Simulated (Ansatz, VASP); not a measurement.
# WSe2: VASP beside Ansatz

Aim: how closely do two programs agree when they are given the same cell, functional and k mesh? The cell is taken from a series of runs on this material, whose earlier steps may have relaxed, scaled, displaced or heated it; both programs get it as it stands.

Method: plane waves, with VASP 6.6.1 beside it; dielectric response at PBE, in Ansatz 0.2.0.

### 1. Starting point

Symmetry: P6_3/mmc, No. 194, hexagonal system. Conventional cell: a = 3.290 Å, b = 3.290 Å, c = 12.970 Å, α = 90.00°, β = 90.00°, γ = 120.00°. W has 6 Se at 2.53 Å nearest. Nearest to Se lie 3 W at 2.53 Å. Farther neighbours and most contacts between anions are not listed.

Structure file:

```cif
data_structure
_symmetry_space_group_name_H-M 'P6_3/mmc'
_symmetry_Int_Tables_number 194
_cell_length_a 3.2900
_cell_length_b 3.2900
_cell_length_c 12.9700
_cell_angle_alpha 90.000
_cell_angle_beta 90.000
_cell_angle_gamma 120.000
_cell_volume 121.58
loop_
_atom_site_label
_atom_site_type_symbol
_atom_site_symmetry_multiplicity
_atom_site_Wyckoff_symbol
_atom_site_fract_x
_atom_site_fract_y
_atom_site_fract_z
_atom_site_occupancy
W1 W 2 c 0.33333 0.66667 0.25000 1
Se1 Se 4 f 0.33333 0.66667 0.62100 1
```

### 2. VASP: dielectric response, PBE

The response to a field tests empty states and converges slowly with the mesh.

Lines of VASP's logs that name or quote its potential files are left out, and so is its time.

INCAR

```
SYSTEM = WSe2
PREC = Accurate
ENCUT = 520
EDIFF = 1E-08
NELM = 120
ISMEAR = 0
SIGMA = 0.01
LREAL = .FALSE.
ALGO = Normal
GGA = PE
NBANDS = 24
LASPH = .TRUE.
LORBIT = 11
LWAVE = .FALSE.
LCHARG = .FALSE.
ISIF = 2
LEPSILON = .TRUE.
GGA_COMPAT = .FALSE.
EFERMI = MIDGAP
KPAR = 2
```

POSCAR

```
WSe2
1.0
    3.2900000000      0.0000000000      0.0000000000
   -1.6450000000      2.8492235785      0.0000000000
    0.0000000000      0.0000000000     12.9700000000
W Se
2 4
Direct
    0.3333333334      0.6666666668      0.2500000000
    0.6666666668      0.3333333334      0.7500000000
    0.3333333334      0.6666666668      0.6210000000
    0.6666666668      0.3333333334      0.1210000000
    0.3333333334      0.6666666668      0.8790000000
    0.6666666668      0.3333333334      0.3790000000
```

KPOINTS

```
Automatic mesh
0
Gamma
9 9 2
0 0 0
```

The projector-augmented-wave data sets are W and Se (PBE family, release 64).

On the command line:

```
mpirun -np 2 vasp_std
```

Numbers of over 12 decimals in the logs are rounded to 6 here.

The program printed:

```text
[banner, memory and clock lines left out]
running    2 mpi-ranks, on    1 nodes
 distrk:  each k-point on    1 cores,    2 groups
 distr:  one band on    1 cores,    1 groups

 POSCAR found type information on POSCAR W Se
 POSCAR found :  2 types and       6 ions
 LDA part: xc-table for (Slater+PW92), standard interpolation
 POSCAR, INCAR and KPOINTS ok, starting setup
 FFT: planning ... GRIDC
 FFT: planning ... GRID_SOFT
 FFT: planning ... GRID
 WAVECAR not read
 entering main loop
       N       E                     dE             d eps       ncg     rms          rms(c)
DAV:   1     0.185820456771E+03    0.18582E+03   -0.15662E+04  1152   0.131E+03
DAV:   2    -0.308005209999E+02   -0.21662E+03   -0.20873E+03  1616   0.265E+02
DAV:   3    -0.450037713016E+02   -0.14203E+02   -0.14097E+02  1536   0.663E+01
DAV:   4    -0.452614268171E+02   -0.25766E+00   -0.25709E+00  1568   0.959E+00
DAV:   5    -0.452655983877E+02   -0.41716E-02   -0.41665E-02  1536   0.106E+00    0.312E+01
DAV:   6    -0.436824773168E+02    0.15831E+01   -0.80933E+00  1680   0.136E+01    0.122E+01
DAV:   7    -0.434268054405E+02    0.25567E+00   -0.41644E+00  1552   0.104E+01    0.773E+00
DAV:   8    -0.432475741487E+02    0.17923E+00   -0.58612E-01  1568   0.459E+00    0.669E-01
DAV:   9    -0.432467183805E+02    0.85577E-03   -0.59428E-02  1592   0.129E+00    0.398E-01
DAV:  10    -0.432461222304E+02    0.59615E-03   -0.62375E-03  1568   0.445E-01    0.214E-01
DAV:  11    -0.432461647033E+02   -0.42473E-04   -0.81969E-04  1464   0.151E-01    0.133E-01
DAV:  12    -0.432461939634E+02   -0.29260E-04   -0.31058E-04  1616   0.101E-01    0.331E-02
DAV:  13    -0.432461993362E+02   -0.53729E-05   -0.19742E-05  1544   0.267E-02    0.649E-03
DAV:  14    -0.432461997771E+02   -0.44093E-06   -0.25228E-06  1592   0.823E-03    0.467E-03
DAV:  15    -0.432461999942E+02   -0.21704E-06   -0.13472E-07  1544   0.220E-03    0.300E-03
DAV:  16    -0.432461998235E+02    0.17072E-06   -0.11035E-07  1504   0.166E-03    0.128E-03
DAV:  17    -0.432461998311E+02   -0.76402E-08   -0.16637E-08  1152   0.697E-04
   1 F= -.43246200E+02 E0= -.43246200E+02  d E =0.000000E+00
 Linear response reoptimize wavefunctions to high precision
DAV:   1    -0.432461998002E+02    0.30912E-07   -0.54126E-09  1240   0.443E-04
DAV:   2    -0.432461998003E+02   -0.11232E-09   -0.31744E-10   880   0.104E-04
DAV:   3    -0.432461998003E+02    0.45020E-10   -0.76514E-11   800   0.445E-05
 Linear response G [H, r] |phi>, progress :
  Direction:   1
       N       E                     dE             d eps       ncg     rms
RMM:   1    -0.204414100285E+03   -0.20441E+03   -0.70492E+01  2960   0.940E+01
RMM:   2    -0.163967480078E+03    0.40447E+02   -0.28476E+01  1931   0.277E+01
RMM:   3    -0.164608178731E+03   -0.64070E+00   -0.22012E+00  2029   0.440E+00
RMM:   4    -0.164650016643E+03   -0.41838E-01   -0.76004E-02  2073   0.909E-01
RMM:   5    -0.164652213370E+03   -0.21967E-02   -0.57498E-03  2118   0.208E-01
RMM:   6    -0.164652382707E+03   -0.16934E-03   -0.42304E-04  2127   0.532E-02
RMM:   7    -0.164652392217E+03   -0.95106E-05   -0.17261E-04  2207   0.170E-02
RMM:   8    -0.164652393872E+03   -0.16548E-05    0.92952E-04  2216   0.761E-03
RMM:   9    -0.164652399556E+03   -0.56842E-05    0.12722E-03  2183   0.532E-03
RMM:  10    -0.164652400973E+03   -0.14169E-05    0.58373E-06  2025   0.454E-03
RMM:  11    -0.164652400953E+03    0.20367E-07   -0.51613E-04  1857   0.432E-03
RMM:  12    -0.164652400914E+03    0.38441E-07   -0.79502E-06  1664   0.422E-03
RMM:  13    -0.164652400858E+03    0.56726E-07   -0.33016E-05  1553   0.419E-03
 Linear response G [H, r] |phi>, progress :
  Direction:   2
       N       E                     dE             d eps       ncg     rms
RMM:   1    -0.216409314323E+03   -0.21641E+03   -0.28977E+02  2942   0.920E+01
RMM:   2    -0.177230136250E+03    0.39179E+02   -0.26687E+01  1965   0.264E+01
RMM:   3    -0.177884266620E+03   -0.65413E+00   -0.21838E+00  2040   0.416E+00
RMM:   4    -0.177939894675E+03   -0.55628E-01   -0.80491E-02  2082   0.896E-01
RMM:   5    -0.177942783045E+03   -0.28884E-02   -0.65856E-03  2108   0.210E-01
RMM:   6    -0.177943040724E+03   -0.25768E-03   -0.69011E-04  2136   0.540E-02
RMM:   7    -0.177943028484E+03    0.12241E-04   -0.22266E-04  2206   0.174E-02
RMM:   8    -0.177943057368E+03   -0.28884E-04   -0.92553E-04  2215   0.783E-03
RMM:   9    -0.177943044611E+03    0.12757E-04    0.27834E-03  2154   0.547E-03
RMM:  10    -0.177943049022E+03   -0.44108E-05   -0.42639E-04  2035   0.485E-03
RMM:  11    -0.177943050382E+03   -0.13596E-05   -0.10080E-04  1837   0.459E-03
RMM:  12    -0.177943051875E+03   -0.14934E-05   -0.21801E-04  1657   0.453E-03
RMM:  13    -0.177943052474E+03   -0.59861E-06   -0.39190E-04  1550   0.451E-03
 Linear response G [H, r] |phi>, progress :
  Direction:   3
       N       E                     dE             d eps       ncg     rms
RMM:   1    -0.215819283640E+03   -0.21582E+03   -0.11357E+02  2830   0.944E+01
RMM:   2    -0.172168507305E+03    0.43651E+02   -0.33648E+01  1851   0.261E+01
RMM:   3    -0.173300502221E+03   -0.11320E+01   -0.32332E+00  2002   0.426E+00
RMM:   4    -0.173319577721E+03   -0.19075E-01   -0.14580E-01  2042   0.836E-01
RMM:   5    -0.173320141838E+03   -0.56412E-03   -0.80493E-03  2106   0.186E-01
[...]
RMM:  10    -0.495251142341E+01    0.42248E-09    0.44383E-06  1450   0.585E-04
RMM:  11    -0.495251145840E+01   -0.34986E-07   -0.38889E-06  1349   0.571E-04
RMM:  12    -0.495251145152E+01    0.68743E-08    0.15323E-06  1260   0.562E-04
RMM:  13    -0.495251145541E+01   -0.38902E-08   -0.31747E-06  1238   0.556E-04
 change of polarisation eV/A/(eV/A) component  2 :    -1.153     9.905     0.000
 dielectric tensor                  component  2 :    -1.716    15.742     0.000
 Linear response to external field (no local field effect), progress :
  Direction:   3
       N       E                     dE             d eps       ncg     rms          rms(c)
RMM:   1    -0.310557797578E+01   -0.31056E+01   -0.15024E+01  2251   0.805E+00
RMM:   2    -0.326204846332E+01   -0.15647E+00   -0.14044E-01  1861   0.156E+00
RMM:   3    -0.326610755908E+01   -0.40591E-02   -0.64928E-03  2021   0.249E-01
RMM:   4    -0.326633432399E+01   -0.22676E-03   -0.40962E-04  2066   0.485E-02
RMM:   5    -0.326634854730E+01   -0.14223E-04   -0.37641E-05  2099   0.118E-02
RMM:   6    -0.326634952797E+01   -0.98067E-06   -0.69582E-06  1912   0.341E-03
RMM:   7    -0.326634961269E+01   -0.84718E-07   -0.49477E-06  1761   0.152E-03
RMM:   8    -0.326634961673E+01   -0.40469E-08   -0.56405E-06  1597   0.987E-04
RMM:   9    -0.326634960829E+01    0.84479E-08   -0.52160E-06  1432   0.874E-04
RMM:  10    -0.326634958627E+01    0.22020E-07   -0.41504E-06  1292   0.833E-04
RMM:  11    -0.326634959760E+01   -0.11337E-07   -0.95539E-07  1213   0.835E-04
RMM:  12    -0.326634961152E+01   -0.13920E-07   -0.77054E-06  1207   0.834E-04
 change of polarisation eV/A/(eV/A) component  3 :     0.000    -0.000     6.533
 dielectric tensor                  component  3 :     0.000    -0.000    10.723
 Linear response to external field, progress :
  Direction:   1
       N       E                     dE             d eps       ncg     rms          rms(c)
RMM:   1    -0.481593714525E+01   -0.48159E+01   -0.29557E+01  4680   0.872E+00
RMM:   2    -0.502097525470E+01   -0.20504E+00   -0.25028E-01  3923   0.185E+00    0.380E+00
RMM:   3    -0.490769248227E+01    0.11328E+00   -0.10870E-01  4231   0.155E+00    0.216E+00
RMM:   4    -0.511436725656E+01   -0.20667E+00   -0.12665E-01  4126   0.164E+00    0.320E-01
RMM:   5    -0.516288036494E+01   -0.48513E-01   -0.47182E-03  4285   0.330E-01    0.561E-02
RMM:   6    -0.515459200440E+01    0.82884E-02   -0.28516E-04  4329   0.564E-02    0.179E-02
RMM:   7    -0.515503943199E+01   -0.44743E-03   -0.29257E-05  4338   0.213E-02    0.797E-03
RMM:   8    -0.515626429328E+01   -0.12249E-02    0.71192E-06  4258   0.970E-03    0.251E-03
RMM:   9    -0.515668572258E+01   -0.42143E-03    0.50144E-06  4376   0.431E-03    0.112E-03
RMM:  10    -0.515670719178E+01   -0.21469E-04    0.90303E-06  4402   0.238E-03    0.243E-04
RMM:  11    -0.515669347972E+01    0.13712E-04    0.68833E-06  4589   0.883E-04    0.881E-05
RMM:  12    -0.515669075063E+01    0.27291E-05    0.12250E-06  4221   0.615E-04    0.298E-05
RMM:  13    -0.515669067600E+01    0.74634E-07   -0.20531E-06  3524   0.515E-04    0.892E-06
 change of polarisation eV/A/(eV/A) component  1 :     9.649    -0.351    -0.000
 dielectric tensor                  component  1 :    15.361    -0.522    -0.000
 Linear response to external field, progress :
  Direction:   2
       N       E                     dE             d eps       ncg     rms          rms(c)
RMM:   1    -0.481969803463E+01   -0.48197E+01   -0.29595E+01  4685   0.872E+00
RMM:   2    -0.502142300728E+01   -0.20172E+00   -0.24478E-01  3922   0.184E+00    0.380E+00
RMM:   3    -0.490774278626E+01    0.11368E+00   -0.10758E-01  4194   0.155E+00    0.216E+00
RMM:   4    -0.511440884612E+01   -0.20667E+00   -0.12662E-01  4092   0.164E+00    0.321E-01
RMM:   5    -0.516038471600E+01   -0.45976E-01   -0.47538E-03  4298   0.326E-01    0.614E-02
RMM:   6    -0.515677079008E+01    0.36139E-02   -0.32468E-04  4349   0.672E-02    0.236E-02
RMM:   7    -0.515442799708E+01    0.23428E-02   -0.23712E-05  4381   0.208E-02    0.111E-02
RMM:   8    -0.515633443375E+01   -0.19064E-02   -0.79971E-06  4241   0.146E-02    0.225E-03
RMM:   9    -0.515664592720E+01   -0.31149E-03    0.32217E-06  4464   0.407E-03    0.929E-04
RMM:  10    -0.515669000402E+01   -0.44077E-04    0.91761E-06  4431   0.187E-03    0.311E-04
RMM:  11    -0.515670372194E+01   -0.13718E-04   -0.30498E-06  4588   0.102E-03    0.153E-04
RMM:  12    -0.515669101001E+01    0.12712E-04    0.34577E-06  4295   0.656E-04    0.258E-05
RMM:  13    -0.515669105647E+01   -0.46453E-07   -0.32800E-06  3700   0.508E-04    0.946E-06
 change of polarisation eV/A/(eV/A) component  2 :    -0.343     9.649     0.000
 dielectric tensor                  component  2 :    -0.510    15.361     0.000
 Linear response to external field, progress :
  Direction:   3
       N       E                     dE             d eps       ncg     rms          rms(c)
RMM:   1    -0.310557797578E+01   -0.31056E+01   -0.15024E+01  2251   0.805E+00
RMM:   2    -0.326204956246E+01   -0.15647E+00   -0.14045E-01  1866   0.156E+00    0.404E+00
RMM:   3    -0.226867327114E+01    0.99338E+00   -0.37330E+00  1858   0.519E+00    0.149E+00
RMM:   4    -0.226088429980E+01    0.77890E-02   -0.59219E-01  2021   0.187E+00    0.795E-01
RMM:   5    -0.230081173534E+01   -0.39927E-01   -0.75632E-02  1914   0.103E+00    0.292E-01
RMM:   6    -0.231317256095E+01   -0.12361E-01   -0.11319E-02  1932   0.354E-01    0.139E-01
RMM:   7    -0.232508928672E+01   -0.11917E-01   -0.22462E-03  2088   0.172E-01    0.346E-02
RMM:   8    -0.232334689216E+01    0.17424E-02   -0.18342E-04  2099   0.388E-02    0.155E-02
RMM:   9    -0.232354276176E+01   -0.19587E-03   -0.13250E-04  2091   0.149E-02    0.559E-03
RMM:  10    -0.232350090733E+01    0.41854E-04   -0.41770E-04  2128   0.536E-03    0.106E-03
RMM:  11    -0.232351179211E+01   -0.10885E-04    0.12243E-05  2162   0.247E-03    0.359E-04
RMM:  12    -0.232350502932E+01    0.67628E-05    0.72114E-05  2195   0.106E-03    0.121E-04
RMM:  13    -0.232350677592E+01   -0.17466E-05    0.31829E-05  2070   0.705E-04    0.504E-05
RMM:  14    -0.232350777340E+01   -0.99748E-06    0.35892E-05  1891   0.651E-04    0.194E-05
RMM:  15    -0.232350740502E+01    0.36838E-06    0.33132E-05  1278   0.602E-04    0.837E-06
 change of polarisation eV/A/(eV/A) component  3 :     0.000    -0.000     4.352
 dielectric tensor                  component  3 :     0.000    -0.000     7.477
 Born effective charges drift removed
```

From OUTCAR (step 2):

```text
ion  position               nearest neighbor table
   1  0.333  0.667  0.250-   4 2.53   6 2.53   4 2.53   6 2.53   4 2.53   6 2.53
   2  0.667  0.333  0.750-   3 2.53   5 2.53   3 2.53   5 2.53   3 2.53   5 2.53
   3  0.333  0.667  0.621-   2 2.53   2 2.53   2 2.53
   4  0.667  0.333  0.121-   1 2.53   1 2.53   1 2.53
   5  0.333  0.667  0.879-   2 2.53   2 2.53   2 2.53
   6  0.667  0.333  0.379-   1 2.53   1 2.53   1 2.53

  LATTYP: Found a hexagonal cell.
 ALAT       =     3.2900000000
 C/A-ratio  =     3.9422492401

 Subroutine GETGRP returns: Found 24 space group operations
 (whereof 12 operations were pure point group operations)

The static configuration has the point symmetry D_3d.
 The point group associated with its full space group is D_6h.

 Found     24 irreducible k-points:

   k-points           NKPTS =     24   k-points in BZ     NKDIM =     24   number of bands    NBANDS=     24

   dimension x,y,z NGX =    24 NGY =   24 NGZ =   96
   dimension x,y,z NGXF=    48 NGYF=   48 NGZF=  192

   ENCUT  =  520.0 eV  38.22 Ry    6.18 a.u.   6.12  6.12 24.12*2*pi/ulx,y,z

   NELECT =      36.0000    total number of electrons

 k-points in reciprocal lattice and weights: Automatic mesh
   0.00000000  0.00000000  0.00000000       0.006
   0.11111111  0.00000000  0.00000000       0.037
   0.22222222 -0.00000000  0.00000000       0.037
   0.33333333  0.00000000  0.00000000       0.037
   0.44444444 -0.00000000  0.00000000       0.037
   0.11111111  0.11111111  0.00000000       0.037
   0.22222222  0.11111111  0.00000000       0.074
   0.33333333  0.11111111  0.00000000       0.074
   0.44444444  0.11111111  0.00000000       0.037
[...]
0.33333333  0.22222222  0.50000000       0.074
   0.33333333  0.33333333  0.50000000       0.012

 average (electrostatic) potential at core
       1 -40.7188       2 -40.7188       3 -53.2621       4 -53.2621       5 -53.2621
       6 -53.2621

  Total        2.2491989      2.2491989      3.0091416      0.0000000      0.0000000     -0.0000000
  in kB       29.6398527     29.6398527     39.6543473      0.0000000      0.0000000     -0.0000000
  external PRESSURE =      32.9780176 kB  Pullay stress =       0.0000000 kB

  energy-cutoff  :      520.00
  volume of cell :      121.58
      direct lattice vectors                 reciprocal lattice vectors
     3.290000000  0.000000000  0.000000000     0.303951368  0.175486404  0.000000000
    -1.645000000  2.849223579  0.000000000     0.000000000  0.350972808  0.000000000
     0.000000000  0.000000000 12.970000000     0.000000000  0.000000000  0.077101002

 POSITION                                       TOTAL-FORCE (eV/Angst)
 -----------------------------------------------------------------------------------
      0.00000      1.89948      3.24250         0.000000      0.000000     -0.000000
      1.64500      0.94974      9.72750         0.000000     -0.000000     -0.000000
      0.00000      1.89948      8.05437         0.000000      0.000000     -0.127770
      1.64500      0.94974      1.56937        -0.000000      0.000000     -0.127770
      0.00000      1.89948     11.40063         0.000000      0.000000      0.127770
      1.64500      0.94974      4.91563        -0.000000     -0.000000      0.127770
 -----------------------------------------------------------------------------------
    total drift:                               -0.000000     -0.000000      0.000000

 MACROSCOPIC STATIC DIELECTRIC TENSOR (including local field effects in DFT)
 ------------------------------------------------------
          15.360837     0.000000     0.000000
          -0.000000    15.360837     0.000000
           0.000000     0.000000     7.477192
 ------------------------------------------------------

 PIEZOELECTRIC TENSOR (including local field effects)  for field in x, y, z        (C/m^2)
          XX          YY          ZZ          XY          YZ          ZX
  --------------------------------------------------------------------------------
  x     0.00000     0.00000     0.00000     0.00000     0.00000     0.00000
  y     0.00000     0.00000     0.00000     0.00000     0.00000     0.00000
  z     0.00000     0.00000     0.00000     0.00000     0.00000     0.00000

 BORN EFFECTIVE CHARGES (including local field effects) (in |e|, cummulative output)
 ---------------------------------------------------------------------------------
 ion    1
    1    -1.30380     0.00000     0.00000
    2     0.00000    -1.30380    -0.00000
    3     0.00000     0.00000    -0.77201
 ion    2
    1    -1.30380     0.00000     0.00000
    2     0.00000    -1.30380    -0.00000
    3    -0.00000     0.00000    -0.77201
 ion    3
    1     0.65190     0.00000     0.00000
    2     0.00000     0.65190     0.00000
    3    -0.00000     0.00000     0.38601
 ion    4
    1     0.65190     0.00000     0.00000
    2     0.00000     0.65190    -0.00000
    3     0.00000    -0.00000     0.38601
 ion    5
    1     0.65190     0.00000     0.00000
    2     0.00000     0.65190     0.00000
    3    -0.00000    -0.00000     0.38601
 ion    6
    1     0.65190     0.00000     0.00000
    2     0.00000     0.65190     0.00000
    3    -0.00000     0.00000     0.38601
```

This run has no spin polarisation, so a moment on W, if there is one, isn't seen. The dielectric response converges more slowly with the mesh than energies do, so tensor and charges may still move on a finer one. The data set W keeps the semicore shell frozen, which is cheaper and a little less accurate.

(Continued in part 2 of 2.)

[Lines on the potential files, build, host, timing and source positions are cut from VASP's logs without a mark.]

[Logs are printed without paths, hosts, clocks, repeated set-up lines and the standing remarks that a program may print on its own settings, such as how far it seeks lower states.]

[Hosts, paths, dates, database ids (printed as entryN), source tags and the programs' standing remarks are cut or masked in the printed files.]
